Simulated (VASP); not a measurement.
An input for Ansatz (written as the equivalent of a VASP run, and not itself run):

Ansatz 0.2 input:
```yaml
crystal:
  lattice:
    - [2.0956850, 1.2099440, 9.9762300]
    - [-2.0956850, 1.2099440, 9.9762300]
    - [0.0000000, -2.4198890, 9.9762300]
  atoms:
    - { symbol: Bi, position: [0.3984400, 0.3984400, 0.3984400] }
    - { symbol: Bi, position: [0.6015600, 0.6015600, 0.6015600] }
    - { symbol: Se, position: [0.0000000, 0.0000000, 0.0000000] }
    - { symbol: Se, position: [0.2157170, 0.2157170, 0.2157170] }
    - { symbol: Se, position: [0.7842830, 0.7842830, 0.7842830] }
kpoints:
  mp_grid: { grid: [4, 4, 4] }
hamiltonian:
  xc: pbe
  pseudopotentials: { kind: paw }
scf:
  occupations: { method: fermi_dirac, width: 0.05 }
  max_iter: 100
output: { forces: true, stress: true, eigenvalues: true }
```

Task: Write the VASP files for the same calculation (PBE).

Result: This is not unique; one that fits is 
### POSCAR
```
Bi2Se3
1.0
  2.0956850000   1.2099440000   9.9762300000
 -2.0956850000   1.2099440000   9.9762300000
  0.0000000000  -2.4198890000   9.9762300000
Bi Se
2 3
Cartesian
  0.0000000000  -0.0000003984  11.9247872436
  0.0000000000  -0.0000006016  18.0039027564
  0.0000000000   0.0000000000   0.0000000000
  0.0000000000  -0.0000002157   6.4561272207
 -0.0000000000  -0.0000007843  23.4725627793
```

**INCAR**
```
SYSTEM = Bi2Se3
PREC = Accurate; ENCUT = 300; LREAL = F
LASPH = T
EDIFF = 1E-6; NELM = 100; ALGO = Normal
LMAXMIX = 4
ISMEAR = -1; SIGMA = 0.05
GGA = PE
ISIF = 2
LWAVE = F; LCHARG = F
```

**KPOINTS**
```
Automatic
0
gamma
 4 4 4
```

POTCAR, in this order: Bi_d Se (PBE.64 set). Program: vasp_std.

Limits of the translation: each code has its own PAW files, so the cut-off isn't converted (ENCUT is set for VASP's; basis.ecutwfc is left out, and Ansatz then takes the one that its files recommend); Ansatz stops its SCF on the density residual and VASP on the energy change (EDIFF).

The structure comes from a computed database's Bi2Se3 entry; how it stands against other phases isn't given here. The cell was not relaxed at this level. The k-mesh is coarse (spacing up to 0.44 per Å, 2π included), so the numbers may not be converged in it.
